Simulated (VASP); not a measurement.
# Cr2O3 (Eskolaite): zone-centre modes, functional by functional, part 3 of 4

Aim: the vibrations of Cr2O3 (Eskolaite) at the zone centre, at several levels of theory. The starting structure is a measured crystal structure from the Crystallography Open Database. These runs hold a net moment, 12.0 μB a cell; experiment finds antiferromagnetic order in this phase at low temperature (arxiv:2307.11956), so these aren't the modes of its ground state.

VASP 6.6.1.

Results so far: LDA+U (Cr d 3.7 eV) A2g (3) 662.0 cm⁻¹; LDA+U (Cr d 3.7 eV) at the measured cell A2g (3) 659.2 cm⁻¹.

**4. Modes with PBEsol+U (Cr d 3.7 eV)**

Level of this step: PBEsol, DFT+U (Cr d 3.7 eV), spin-polarised from a ferromagnetic start; plane waves and PAW (Cr_pv, O) (VASP).

PBEsol restores the gradient expansion of exchange and is tuned for the cells of solids. The cell comes from a relaxation at this level, not shown (99.25 Å³).

Contents of INCAR:

```
SYSTEM = Cr2O3
PREC = Accurate
ENCUT = 520
EDIFF = 1E-08
NELM = 100
ISMEAR = 0
SIGMA = 0.03
LREAL = .FALSE.
ALGO = Normal
GGA = PS
NBANDS = 64
ISPIN = 2
MAGMOM = 3 3 3 3 0 0 0 0 0 0
LDAU = .TRUE.
LDAUTYPE = 2
LDAUL = 2 -1
LDAUU = 3.7 0
LDAUJ = 0 0
LDAUPRINT = 1
LASPH = .TRUE.
LMAXMIX = 4
LORBIT = 11
LWAVE = .FALSE.
LCHARG = .FALSE.
KPAR = 16
IBRION = 6
NFREE = 2
POTIM = 0.015
NSW = 1
ISIF = 2
```

Contents of POSCAR:

```
Cr2O3
1.0
    2.5148137694      1.4519284067      4.5302442337
   -2.5148137694      1.4519284067      4.5302442337
    0.0000000000     -2.9038568135      4.5302442337
Cr O
4 6
Direct
    0.3497210994      0.3497210994      0.3497210994
    0.1502789006      0.1502789006      0.1502789006
    0.6502789006      0.6502789006      0.6502789006
    0.8497210994      0.8497210994      0.8497210994
    0.5508634870      0.2500000000      0.9491365130
    0.2500000000      0.9491365130      0.5508634870
    0.9491365130      0.5508634870      0.2500000000
    0.4491365130      0.7500000000      0.0508634870
    0.7500000000      0.0508634870      0.4491365130
    0.0508634870      0.4491365130      0.7500000000
```

Contents of KPOINTS:

```
Automatic mesh
0
Gamma
6 6 6
0 0 0
```

PAW data sets: Cr_pv and O (PBE family, release 64).

Run with:

```console
$ mpirun -np 16 vasp_std
```

The log of the run:

```text
[banner, memory and clock lines left out]
running   16 mpi-ranks, on    1 nodes
[...]
[... a notice as in an earlier step ...]

|                                                                             |
|               ----> ADVICE to this user running VASP <----                  |
|                                                                             |
|     You enforced a specific xc type in the INCAR file but a different       |
|     [... a line on the potential file left out ...]
|     I HOPE YOU KNOW WHAT YOU ARE DOING!                                     |
|                                                                             |

 LDA part: xc-table for (Slater+PW92), standard interpolation
 POSCAR, INCAR and KPOINTS ok, starting setup
[...]
entering main loop
       N       E                     dE             d eps       ncg     rms          rms(c)
DAV:   1     0.115482891478E+04    0.11548E+04   -0.44422E+04  8368   0.152E+03
DAV:   2     0.234783290444E+02   -0.11314E+04   -0.10390E+04  8328   0.479E+02
DAV:   3    -0.912988429322E+02   -0.11478E+03   -0.11068E+03  8944   0.163E+02
DAV:   4    -0.942482005051E+02   -0.29494E+01   -0.29314E+01  9232   0.270E+01
[...]
DAV:  18    -0.831931291246E+02   -0.67408E-07   -0.27912E-08  7168   0.692E-04    0.301E-04
DAV:  19    -0.831931291425E+02   -0.17861E-07   -0.22376E-09  5448   0.289E-04    0.129E-04
DAV:  20    -0.831931291418E+02    0.69122E-09   -0.52452E-10  4704   0.151E-04
   1 F= -.83193129E+02 E0= -.83193129E+02  d E =-.104142E-45  mag=    12.0000
[... from here on, the cycles between the ionic steps are left out ...]
   2 F= -.83190586E+02 E0= -.83190586E+02  d E =-.366057E-44  mag=    12.0000
   3 F= -.83190606E+02 E0= -.83190606E+02  d E =-.753353E-45  mag=    12.0000
   4 F= -.83190699E+02 E0= -.83190699E+02  d E =-.918620E-45  mag=    12.0000
   5 F= -.83190635E+02 E0= -.83190635E+02  d E =-.164245E-46  mag=    12.0000
   6 F= -.83191419E+02 E0= -.83191419E+02  d E =-.564583E-44  mag=    12.0000
   7 F= -.83191467E+02 E0= -.83191467E+02  d E =-.277969E-43  mag=    12.0000
   8 F= -.83191616E+02 E0= -.83191616E+02  d E =-.348954E-42  mag=    12.0000
   9 F= -.83191616E+02 E0= -.83191616E+02  d E =-.184987E-44  mag=    12.0000
 Finite differences progress:
  Degree of freedom:   4/  4
  Displacement:        2/  2
  Total:               8/  8
```

Wall time 8.2 min (16 MPI ranks of Intel Xeon 6975P-C (Granite Rapids), shared host); peak memory 26 GiB; 2.2 h of CPU time.

From OUTCAR (step 4):

```text
  Total        0.0509784     -0.0469086     -0.0140310      0.0298980      0.0340280      0.0181144
  in kB        0.8229489     -0.7572504     -0.2265038      0.4826460      0.5493167      0.2924226
  external PRESSURE =      -0.0536018 kB  Pullay stress =       0.0000000 kB

 POSITION                                       TOTAL-FORCE (eV/Angst)
 -----------------------------------------------------------------------------------
      0.00000     -0.00000      4.75297         0.009862      0.010677     -0.033897
      0.00000     -0.00000      2.04240        -0.005482     -0.016457     -0.036979
      0.00000     -0.00000      8.83777         0.007413     -0.021013     -0.033293
      0.00000     -0.00000     11.54833         0.023478      0.003997     -0.033879
      0.75662     -1.59336      7.91293        -0.060511      0.035611      0.201553
     -1.75820      0.14143      7.92793        -0.001728      0.000993      0.007110
      1.00158      1.45193      7.92793         0.001225      0.001116      0.007074
     -0.75662      1.59336      5.66281         0.020562     -0.010326     -0.027971
      1.75820     -0.14143      5.66281         0.001817     -0.006237     -0.024873
     -1.00158     -1.45193      5.66281         0.003365      0.001640     -0.024845
 -----------------------------------------------------------------------------------
    total drift:                               -0.000002     -0.000028     -0.000359

  FREE ENERGIE OF THE ION-ELECTRON SYSTEM (eV)
  ---------------------------------------------------
  free  energy   TOTEN  =       -83.1916164861 eV

  energy  without entropy=      -83.1916164861  energy(sigma->0) =      -83.19161649

 magnetization (x)
# of ion       s       p       d       tot
------------------------------------------
    1        0.024   0.033   2.934   2.991
    2        0.024   0.033   2.934   2.991
    3        0.024   0.033   2.934   2.991
    4        0.024   0.033   2.934   2.991
    5       -0.005  -0.058   0.000  -0.063
    6       -0.005  -0.058   0.000  -0.063
    7       -0.005  -0.058   0.000  -0.063
    8       -0.005  -0.058   0.000  -0.063
    9       -0.005  -0.058   0.000  -0.063
   10       -0.005  -0.058   0.000  -0.063
--------------------------------------------------
tot          0.066  -0.216  11.736  11.586

[... 1 part as in an earlier step ...]

[... 2 further parts left out ...]
[key lines of the parts left out:]
E-fermi :   5.8667
```

With PBEsol+U (Cr d 3.7 eV) the modes are at the top A2g (3) 642.7, A1u (2) 612.9 cm⁻¹, at the bottom Eu (1) 297.2, A2g (1) 249.9 cm⁻¹, with 14 more of the listed ones between; the largest shift is -24.8 cm⁻¹, in A2u (2), from LDA+U (Cr d 3.7 eV).

**5. Modes with PBE+U (Cr d 3.7 eV)**

PBE, the usual starting point, adds the gradient of the density. The cell comes from a relaxation at this level, not shown (103.04 Å³).

Edit INCAR of step 4 so:

```diff
@@ -9,3 +9,3 @@
 ALGO = Normal
-GGA = PS
+GGA = PE
 NBANDS = 64
```

Contents of POSCAR:

```
Cr2O3
1.0
    2.5450666163      1.4693948960      4.5920124481
   -2.5450666163      1.4693948960      4.5920124481
    0.0000000000     -2.9387897922      4.5920124481
Cr O
4 6
Direct
    0.3496084212      0.3496084212      0.3496084212
    0.1503915788      0.1503915788      0.1503915788
    0.6503915788      0.6503915788      0.6503915788
    0.8496084212      0.8496084212      0.8496084212
    0.5509419214      0.2500000000      0.9490580786
    0.2500000000      0.9490580786      0.5509419214
    0.9490580786      0.5509419214      0.2500000000
    0.4490580786      0.7500000000      0.0509419214
    0.7500000000      0.0509419214      0.4490580786
    0.0509419214      0.4490580786      0.7500000000
```

KPOINTS is that of step 4.

Run with:

```console
$ mpirun -np 16 vasp_std
```

The log of the run:

```text
[banner, memory and clock lines left out]
running   16 mpi-ranks, on    1 nodes
[...]
[... a notice as in an earlier step ...]

 LDA part: xc-table for (Slater+PW92), standard interpolation
 POSCAR, INCAR and KPOINTS ok, starting setup
[...]
entering main loop
       N       E                     dE             d eps       ncg     rms          rms(c)
DAV:   1     0.115399338140E+04    0.11540E+04   -0.44396E+04  8352   0.150E+03
DAV:   2     0.267610758196E+02   -0.11272E+04   -0.10362E+04  8336   0.475E+02
DAV:   3    -0.879736394189E+02   -0.11473E+03   -0.11068E+03  8936   0.162E+02
DAV:   4    -0.909646038354E+02   -0.29910E+01   -0.29720E+01  9272   0.269E+01
[...]
DAV:  18    -0.791662557287E+02   -0.11565E-06   -0.11955E-07  8672   0.163E-03    0.875E-04
DAV:  19    -0.791662557778E+02   -0.49151E-07   -0.18332E-08  6904   0.708E-04    0.289E-04
DAV:  20    -0.791662557799E+02   -0.20282E-08   -0.14704E-09  5224   0.248E-04
   1 F= -.79166256E+02 E0= -.79166256E+02  d E =-.100907E-42  mag=    12.0000
[... from here on, the cycles between the ionic steps are left out ...]
   2 F= -.79163926E+02 E0= -.79163926E+02  d E =-.323704E-41  mag=    12.0000
   3 F= -.79163947E+02 E0= -.79163947E+02  d E =-.270688E-42  mag=    12.0000
   4 F= -.79164022E+02 E0= -.79164022E+02  d E =-.660374E-42  mag=    12.0000
   5 F= -.79163941E+02 E0= -.79163941E+02  d E =-.221289E-43  mag=    12.0000
   6 F= -.79164659E+02 E0= -.79164659E+02  d E =-.156455E-38  mag=    12.0000
   7 F= -.79164693E+02 E0= -.79164693E+02  d E =-.327184E-44  mag=    12.0000
   8 F= -.79164839E+02 E0= -.79164839E+02  d E =-.141051E-40  mag=    12.0000
   9 F= -.79164839E+02 E0= -.79164839E+02  d E =-.309794E-40  mag=    12.0000
 Finite differences progress:
  Degree of freedom:   4/  4
  Displacement:        2/  2
  Total:               8/  8
```

Wall time 11 min (16 MPI ranks); peak memory 27 GiB; 3 h of CPU time.

From OUTCAR (step 5):

```text
  Total        0.0452078     -0.0394413     -0.0001125      0.0258915      0.0276733      0.0144883
  in kB        0.7029629     -0.6132956     -0.0017490      0.4026012      0.4303076      0.2252863
  external PRESSURE =       0.0293061 kB  Pullay stress =       0.0000000 kB

 POSITION                                       TOTAL-FORCE (eV/Angst)
 -----------------------------------------------------------------------------------
      0.00000     -0.00000      4.81622         0.007986      0.007181     -0.029068
      0.00000     -0.00000      2.07180        -0.003289     -0.012873     -0.033499
      0.00000     -0.00000      8.95982         0.005939     -0.016915     -0.031429
      0.00000     -0.00000     11.70424         0.019056      0.003199     -0.030428
      0.76592     -1.61218      8.02102        -0.053621      0.032567      0.188666
     -1.77915      0.14279      8.03602        -0.001088      0.000196      0.007410
      1.01323      1.46939      8.03602         0.000451      0.000925      0.007374
     -0.76592      1.61218      5.74002         0.020466     -0.011299     -0.028379
      1.77915     -0.14279      5.74002         0.000929     -0.004502     -0.025337
     -1.01323     -1.46939      5.74002         0.003171      0.001522     -0.025311
 -----------------------------------------------------------------------------------
    total drift:                                0.000097      0.000090      0.000139

  FREE ENERGIE OF THE ION-ELECTRON SYSTEM (eV)
  ---------------------------------------------------
  free  energy   TOTEN  =       -79.1648387581 eV

  energy  without entropy=      -79.1648387581  energy(sigma->0) =      -79.16483876

 magnetization (x)
# of ion       s       p       d       tot
------------------------------------------
    1        0.029   0.031   2.938   2.999
    2        0.029   0.031   2.938   2.999
    3        0.029   0.031   2.938   2.999
    4        0.029   0.031   2.938   2.999
    5       -0.004  -0.057   0.000  -0.061
    6       -0.004  -0.057   0.000  -0.061
    7       -0.004  -0.057   0.000  -0.061
    8       -0.004  -0.057   0.000  -0.061
    9       -0.004  -0.057   0.000  -0.061
   10       -0.004  -0.057   0.000  -0.061
--------------------------------------------------
tot          0.092  -0.219  11.753  11.626

[... 1 part as in an earlier step ...]

[... 2 further parts left out ...]
[key lines of the parts left out:]
E-fermi :   5.4190
```

With PBE+U (Cr d 3.7 eV) the modes are at the top A2g (3) 626.5, A1u (2) 596.9 cm⁻¹, at the bottom Eu (1) 286.3, A2g (1) 241.3 cm⁻¹, with 14 more of the listed ones between; the largest shift is -53.0 cm⁻¹, in A2u (2), from LDA+U (Cr d 3.7 eV).

**6. Modes with PBEsol + D3(BJ)+U (Cr d 3.7 eV)**

D3 with Becke-Johnson damping keeps a finite attraction at short range. The cell comes from a relaxation at this level, not shown (97.99 Å³).

Edit INCAR of step 5 so:

```diff
@@ -9,3 +9,4 @@
 ALGO = Normal
-GGA = PE
+GGA = PS
+IVDW = 12
 NBANDS = 64
```

Contents of POSCAR:

```
Cr2O3
1.0
    2.5049827290      1.4462524529      4.5081898497
   -2.5049827290      1.4462524529      4.5081898497
    0.0000000000     -2.8925049058      4.5081898497
Cr O
4 6
Direct
    0.3498197025      0.3498197025      0.3498197025
    0.1501802975      0.1501802975      0.1501802975
    0.6501802975      0.6501802975      0.6501802975
    0.8498197025      0.8498197025      0.8498197025
    0.5511385628      0.2500000000      0.9488614372
    0.2500000000      0.9488614372      0.5511385628
    0.9488614372      0.5511385628      0.2500000000
    0.4488614372      0.7500000000      0.0511385628
    0.7500000000      0.0511385628      0.4488614372
    0.0511385628      0.4488614372      0.7500000000
```

KPOINTS is that of step 5.

Run with:

```console
$ mpirun -np 16 vasp_std
```

The log of the run:

```text
[banner, memory and clock lines left out]
running   16 mpi-ranks, on    1 nodes
[...]
[... a notice as in an earlier step ...]

 [... a notice as in an earlier step ...]

 LDA part: xc-table for (Slater+PW92), standard interpolation
 POSCAR, INCAR and KPOINTS ok, starting setup
[...]
entering main loop
       N       E                     dE             d eps       ncg     rms          rms(c)
DAV:   1     0.116088542224E+04    0.11609E+04   -0.44583E+04  8352   0.152E+03
DAV:   2     0.239871580801E+02   -0.11369E+04   -0.10457E+04  8288   0.481E+02
DAV:   3    -0.911604218374E+02   -0.11515E+03   -0.11088E+03  8968   0.163E+02
DAV:   4    -0.941740982235E+02   -0.30137E+01   -0.29943E+01  9256   0.272E+01
[...]
DAV:  18    -0.831798184650E+02   -0.66106E-07   -0.23012E-08  6960   0.649E-04    0.281E-04
DAV:  19    -0.831798184824E+02   -0.17408E-07   -0.23831E-09  5376   0.280E-04    0.121E-04
DAV:  20    -0.831798184812E+02    0.12387E-08   -0.44454E-10  4776   0.142E-04
   1 F= -.84906075E+02 E0= -.84906075E+02  d E =-.454907E-16  mag=    12.0000
[... from here on, the cycles between the ionic steps are left out ...]
   2 F= -.84903428E+02 E0= -.84903428E+02  d E =-.206592E-15  mag=    12.0000
   3 F= -.84903449E+02 E0= -.84903449E+02  d E =-.108718E-15  mag=    12.0000
   4 F= -.84903567E+02 E0= -.84903567E+02  d E =-.156712E-15  mag=    12.0000
   5 F= -.84903485E+02 E0= -.84903485E+02  d E =-.156080E-16  mag=    12.0000
   6 F= -.84904301E+02 E0= -.84904301E+02  d E =-.234528E-13  mag=    12.0000
   7 F= -.84904347E+02 E0= -.84904347E+02  d E =-.401604E-18  mag=    12.0000
   8 F= -.84904507E+02 E0= -.84904507E+02  d E =-.128069E-15  mag=    12.0000
   9 F= -.84904507E+02 E0= -.84904507E+02  d E =-.247065E-14  mag=    12.0000
 Finite differences progress:
  Degree of freedom:   4/  4
  Displacement:        2/  2
  Total:               8/  8
```

Wall time 7.1 min (16 MPI ranks); peak memory 26 GiB.

Parts of OUTCAR (step 6):

```text
 Edisp (eV)   -1.72626

 Edisp (eV)   -1.72626

  Total       0.06013    -0.04674    -0.01423     0.03255     0.03664     0.01965
  in kB       0.98315    -0.76423    -0.23271     0.53223     0.59897     0.32124
  external pressure =       -0.00 kB  Pullay stress =        0.00 kB

 POSITION                                       TOTAL-FORCE (eV/Angst)
 -----------------------------------------------------------------------------------
      0.00000      0.00000      4.73116         0.010851      0.012467     -0.034808
      0.00000      0.00000      2.03112        -0.006587     -0.018301     -0.039648
      0.00000      0.00000      8.79341         0.008660     -0.023737     -0.035388
      0.00000      0.00000     11.49345         0.026513      0.004275     -0.034262
      0.75435     -1.58594      7.87433        -0.064987      0.038580      0.208978
     -1.75064      0.13969      7.88933        -0.001629      0.000871      0.007189
      0.99629      1.44625      7.88933         0.000896      0.001090      0.007153
     -0.75435      1.58594      5.63524         0.020763     -0.010729     -0.028434
      1.75064     -0.13969      5.63524         0.001779     -0.006142     -0.025404
     -0.99629     -1.44625      5.63524         0.003741      0.001625     -0.025376
 -----------------------------------------------------------------------------------
    total drift:                                0.000004     -0.000007     -0.000336

  FREE ENERGIE OF THE ION-ELECTRON SYSTEM (eV)
  ---------------------------------------------------
  free  energy   TOTEN  =       -84.9045072169 eV

  energy  without entropy=      -84.9045072169  energy(sigma->0) =      -84.90450722

 magnetization (x)
# of ion       s       p       d       tot
------------------------------------------
    1        0.024   0.033   2.929   2.986
    2        0.024   0.033   2.929   2.986
    3        0.024   0.033   2.929   2.986
    4        0.024   0.033   2.929   2.986
    5       -0.005  -0.054   0.000  -0.059
    6       -0.005  -0.054   0.000  -0.059
    7       -0.005  -0.054   0.000  -0.059
    8       -0.005  -0.054   0.000  -0.059
    9       -0.005  -0.054   0.000  -0.059
   10       -0.005  -0.054   0.000  -0.059
--------------------------------------------------
tot          0.065  -0.194  11.717  11.588

[... 1 part as in an earlier step ...]

[... 2 further parts left out ...]
[key lines of the parts left out:]
E-fermi :   5.9054
```

With PBEsol + D3(BJ)+U (Cr d 3.7 eV) the modes are at the top A2g (3) 655.6, A1u (2) 622.7 cm⁻¹, at the bottom Eu (1) 301.9, A2g (1) 252.7 cm⁻¹, with 14 more of the listed ones between; the largest shift is -9.9 cm⁻¹, in A1g (2), from LDA+U (Cr d 3.7 eV).

(Continued in part 4 of 4.)

[Lines on the potential files, build, host, timing and source positions are cut from VASP's logs without a mark.]

[Logs are printed without paths, hosts, clocks, repeated set-up lines and the standing remarks that a program may print on its own settings, such as how far it seeks lower states.]

[Hosts, paths, dates, database ids (printed as entryN), source tags and the programs' standing remarks are cut or masked in the printed files.]
